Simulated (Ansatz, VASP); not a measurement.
**Cross-check of HfO2 between VASP and Ansatz**

Aim: how closely do two programs agree when they are given the same cell, functional and k mesh? The cell is taken from a series of runs on this material, whose earlier steps may have relaxed, scaled, displaced or heated it; both programs get it as it stands.

Main program and level: Ansatz 0.2.0; plane waves, with VASP 6.6.1 beside it; zone-centre phonons at LDA.

### Step 1. The starting structure

The structure is tetragonal, space group I4/mmm (No. 139). The conventional cell has a = 3.520 Å, b = 3.520 Å, c = 5.152 Å, α = 90.00°, β = 90.00°, γ = 90.00°. Nearest to O lie 4 Hf at 2.18 Å. Hf has 8 O at 2.18 Å nearest. Farther neighbours and most contacts between anions are not listed.

As a file:

```cif
data_structure
_symmetry_space_group_name_H-M 'P 1'
_symmetry_Int_Tables_number 1
_cell_length_a 3.5821
_cell_length_b 3.5821
_cell_length_c 3.5204
_cell_angle_alpha 60.569
_cell_angle_beta 60.569
_cell_angle_gamma 58.862
_cell_volume 31.92
loop_
_atom_site_label
_atom_site_type_symbol
_atom_site_fract_x
_atom_site_fract_y
_atom_site_fract_z
_atom_site_occupancy
O1 O 0.25000 0.25000 0.25000 1
O2 O 0.75000 0.75000 0.75000 1
Hf3 Hf 0.00000 0.00000 0.00000 1
```

### Step 2. Ansatz: zone-centre phonons, LDA

Ansatz runs on its PAW soft_1 files.

Second derivatives magnify differences that forces hide, and they need a tight electronic threshold.

Input file input.yaml:

```yaml
crystal:
  lattice:
    - [0.0, 2.489266107, 2.5758922367]
    - [2.489266107, 0.0, 2.5758922367]
    - [2.489266107, 2.489266107, 0.0]
  atoms:
    - { symbol: O, position: [0.25, 0.25, 0.25] }
    - { symbol: O, position: [0.75, 0.75, 0.75] }
    - { symbol: Hf, position: [0.0, 0.0, 0.0] }
kpoints:
  mp_grid: { grid: [8, 8, 8] }
hamiltonian:
  xc: lda
  pseudopotentials: { kind: paw, azcp: { folder: soft_1 }, xc_functional: pbe }
scf:
  occupations: { method: fixed }
output:
  eigenvalues: true
phonons:
  method: dfpt
  dielectric: true
  rigid_motions: translations
```

Launch:

```sh
> ansatz run input.yaml --threads 8 --pin off --max-ram 20480MiB --backend cpu --events-out ev --progress --plain --runs-dir out
```

Numbers of over 12 decimals in the logs are rounded to 6 here.

The log of the run:

```text
Engine: ansatz 0.2.0, aarch64-unknown-linux-gnu
Pseudopotentials: kind: paw
Pseudopotential: O, paw, valence charge 6, recommended cutoff 420 eV (normal), soft_1/O.paw.azcp
Pseudopotential: Hf, paw, valence charge 26, recommended cutoff 420 eV (normal), soft_1/Hf.paw.azcp
Functional definition: SPW92
  exchange = slater_x
  correlation = pw_c
Crystal: 3 atoms, lattice volume = 31.923 Å³
Basis set: ecut = 420 eV, 617 PW (Γ), exchange–correlation on 48×48×48 points (8 copies of the dense FFT grid, shifted against one another)
Bands: 23, of which v1, the nominal top of the filled ones, is band 19 counted from 1 (18 counted from 0)
Symmetry: 16 space group operations
k-points: 260 of 512 (irreducible under 1 space group operation, time reversal used)
Non-local potential: O, projectors of the file, l = 0: 2, l = 1: 2, l = 2: 1
Non-local potential: Hf, projectors of the file, l = 0: 3, l = 1: 2, l = 2: 2, l = 3: 3
PAW form: soft (Blöchl's): semilocal exchange-correlation on the pseudo side does not see the compensation charge
PAW frozen core: O, regenerated for the run's functional, and the local potential with it (the file was generated under x = pbe(κ = 0.804, μ = 0.219515), c = pbe(β = 0.066725))
PAW frozen core: Hf, regenerated for the run's functional, and the local potential with it (the file was generated under x = pbe(κ = 0.804, μ = 0.219515), c = pbe(β = 0.066725))
PAW one-centre angular grid: O, 110 points (default); XC on 64 Gauss nodes
PAW one-centre angular grid: Hf, 590 points (default); XC on 64 Gauss nodes
Initial density: superposition of atomic densities (chi_scale 0.1, normalization cell, long waves kept (reshape's long-wave potential 0.00 eV rms))
Initial wavefunctions: pseudopotential atomic-orbital guess
Functional: x = slater, c = lda
SCF iter   1: F=—  HF=-16594.258496 eV  |F-HF|=—  |Δ(HF+E_count)|=         —  Δρ=9.05e-2  dr2=1.98e0  ethr=3.10e-3  ⟨swp⟩=4.0  Hψ=19629  notcnv=0  defer=507
preconditioner: auto → none  [insulator: Δε(μ)=2.661 eV  Ē_g=19.297 eV  n_scr=14 (ndim 8)  ℏωp=39.4 eV  f_vac=0.000  ε∞_Penn≈5.2]
SCF iter   2: F=—  HF=-16593.688363 eV  |F-HF|=—  |Δ(HF+E_count)|=   5.70e-1  Δρ=3.80e-2  dr2=4.05e-1  ethr=3.10e-3  ⟨swp⟩=2.3  Hψ=14111  notcnv=0  defer=465
SCF iter   3: F=—  HF=-16593.590871 eV  |F-HF|=—  |Δ(HF+E_count)|=   9.75e-2  Δρ=2.59e-2  dr2=1.15e-1  ethr=1.07e-3  ⟨swp⟩=2.0  Hψ=10391  notcnv=0  defer=520
SCF iter   4: F=—  HF=-16593.570348 eV  |F-HF|=—  |Δ(HF+E_count)|=   2.05e-2  Δρ=7.17e-3  dr2=6.58e-3  ethr=3.03e-4  ⟨swp⟩=2.3  Hψ=9626  notcnv=0  defer=520
SCF iter   5: F=—  HF=-16593.571968 eV  |F-HF|=—  |Δ(HF+E_count)|=   1.62e-3  Δρ=2.92e-3  dr2=9.47e-4  ethr=1.73e-5  ⟨swp⟩=2.0  Hψ=11810  notcnv=0  defer=520
SCF iter   6: F=—  HF=-16593.572179 eV  |F-HF|=—  |Δ(HF+E_count)|=   2.12e-4  Δρ=3.44e-4  dr2=1.21e-5  ethr=2.49e-6  ⟨swp⟩=2.0  Hψ=9870  notcnv=0  defer=517
SCF iter   7: F=—  HF=-16593.572185 eV  |F-HF|=—  |Δ(HF+E_count)|=   5.68e-6  Δρ=2.01e-5  dr2=5.55e-8  ethr=3.19e-8  ⟨swp⟩=2.6  Hψ=9672  notcnv=0  defer=6
SCF iter   8: F=—  HF=-16593.572185 eV  |F-HF|=—  |Δ(HF+E_count)|=   3.01e-7  Δρ=3.07e-6  dr2=1.79e-9  ethr=1.46e-10  ⟨swp⟩=2.3  Hψ=11193  notcnv=0  defer=5
SCF iter   9: F=-16593.572185 eV  HF=-16593.572185 eV  |F-HF|=4.37e-11  |Δ(HF+E_count)|=  3.57e-10  Δρ=3.68e-7  dr2=4.56e-11  ethr=1.00e-12  ⟨swp⟩=8.6  Hψ=42007  notcnv=0
SCF 1 converged in 9 iterations: F = -16593.572185 eV  dr2 = 4.56e-11
  greatest PAW one-centre occupation: 0.999 electrons in one spin orbital (limit 2), on the Hf atom at site 2 (counted from 0), in its partial waves of l = 3
NSCF: frozen V_eff on 3 k-points
DFPT response loops at Γ: preconditioner auto → none (the input reference at scf.mixing.eps_inf says where Resta's filter doesn't serve); β = 0.50; Broyden in place of MSR1
SCF converged after 9 iterations
Free energy (F): -16593.572185 eV
Harris-Foulkes:  -16593.572185 eV  (|F-HF|=4.37e-11)
Internal energy: -16593.572185 eV  (E = F + TS)
E sigma→0 (E₀):  -16593.572185 eV
Fermi energy:    14.958425 eV
--- Per-component energies (eV) ---
  E_band       = 8.660996
  E_kinetic    = 741.870096
  E_local      = -6930.397901  (includes V_loc(G=0)·N_el)
  E_nonlocal   = 186.923341
  E_hartree    = 3302.857284
  E_xc         = -405.291368
  E_vxc        = -436.245177  (∫ρ·V_xc dr)
  E_paw        = -7760.526276  (= ΣΔE_a)
  E_vpaw       = -159.205972  (= ΣTr[D̂ρ^β])
  E_aug_tail   = 0.001713  (compensation charges beyond the density's cutoff)
  E_ewald      = -5731.660005
  E_core_change = 2.650931  (= ΣΔE_core)
  E_smearing   = -0.000000  (= −TS)
  E_closure    = -0.000000  (closes the sum)
  Σ components = -16593.572185   (vs F -16593.572185, Δ=0.00e0)
--- Band table (eV; the first three rows and the last of 260) ---
  k-point 0: bands = [... 15 lower, 9.2700, 13.8942, 14.3473, 14.3473, 18.2948, 18.7378, 20.6557, 25.3631]
  k-point 1: bands = [... 15 lower, 9.7075, 13.5397, 13.9385, 14.0302, 18.6473, 19.0185, 21.2482, 24.6672]
  k-point 2: bands = [... 15 lower, 10.7504, 12.7467, 13.2911, 13.4510, 19.2101, 19.3871, 21.8371, 24.1087]
  k-point 259: bands = [... 15 lower, 11.6574, 12.0257, 12.9356, 12.9739, 19.2360, 19.3913, 21.9112, 23.6247]
--- Phonons (Γ-DFPT): 4 representative perturbations + reference, on 260 of 512 k-points (Σ response iterations 16) ---
  k mesh reduced under 1 symmetry operation, with k and −k counted as one. Each operation leaves every solved perturbation unchanged. A smaller set is not considered because the run solves the response to a homogeneous field
  ASR residual: 1.629e-4 → 0.000e0 eV/Å²; symmetrization residual: 1.140e-6 eV/Å²
  ASR residual per site (eV/Å²): 1.63e-4 1.63e-4 6.90e-5
  Γ frequencies (cm⁻¹): 0.00 0.00 0.00 219.02 228.00 228.00 538.73 596.36 596.36
  ε∞ (high-frequency dielectric tensor):
        5.332583     0.000000     0.000000
       -0.000000     5.332583     0.000000
        0.000000     0.000000     5.585517
  ε⁰ (static dielectric tensor: ions relaxed, cell fixed):
       38.401972     0.000000     0.000000
        0.000000    38.401972    -0.000000
        0.000000    -0.000000    44.781124
  ε⁰ − ε∞ (ionic part):
       33.069389     0.000000     0.000000
        0.000000    33.069389    -0.000000
        0.000000    -0.000000    39.195608
  softest optical mode at Γ: 219.02 cm⁻¹; the repairs (sum rule, projections) moved no ω² at Γ by more than (1.72 cm⁻¹)²
  Born effective charges Z* (e; rows j = field, columns β = displacement):
    site 0:
        -2.75049    0.00000    0.00000
        -0.00000   -2.75049    0.00000
         0.00000   -0.00000   -2.87647
    site 1:
        -2.75049    0.00000    0.00000
        -0.00000   -2.75049    0.00000
         0.00000   -0.00000   -2.87647
    site 2:
         5.50097   -0.00000   -0.00000
         0.00000    5.50097   -0.00000
        -0.00000    0.00000    5.75293
  Z* charge neutrality: 2.489e-5 e pre-enforcement
  k-mesh period / interband length: 28.7 Å / 1.40 Å = 20.49 at k = (0.0000, 0.0000, 0.0000), direct gap 3.947 eV — 14 or more, which is no proof of convergence
  optical modes at Γ without the LO–TO term, one row a degenerate level:
      ω (cm⁻¹)  modes    IR ((D/Å)²/amu)
        219.02      1            28.1406
        228.00      2            51.4592
        538.73      1             0.0000
        596.36      2             0.0000
  optical modes at Γ + LO–TO along q̂ = [1.0000, 0.0000, 0.0000]:
      ω (cm⁻¹)  modes    IR ((D/Å)²/amu)
        219.02      1            28.1406
        228.00      1            25.7296
[...]
optical modes at Γ + LO–TO along q̂ = [0.0000, 1.0000, 0.0000]:
      ω (cm⁻¹)  modes    IR ((D/Å)²/amu)
[...]
228.00      1            25.7296
        538.73      1             0.0000
        596.36      2             0.0000
        611.84      1            25.7296
  optical modes at Γ + LO–TO along q̂ = [0.0000, 0.0000, 1.0000]:
      ω (cm⁻¹)  modes    IR ((D/Å)²/amu)
        228.00      2            51.4592
        538.73      1             0.0000
        596.36      2             0.0000
        620.15      1            28.1406
```

(Continued in part 2 of 3.)

[Lines on the potential files, build, host, timing and source positions are cut from VASP's logs without a mark.]

[Logs are printed without paths, hosts, clocks, repeated set-up lines and the standing remarks that a program may print on its own settings, such as how far it seeks lower states.]

[Hosts, paths, dates, database ids (printed as entryN), source tags and the programs' standing remarks are cut or masked in the printed files.]
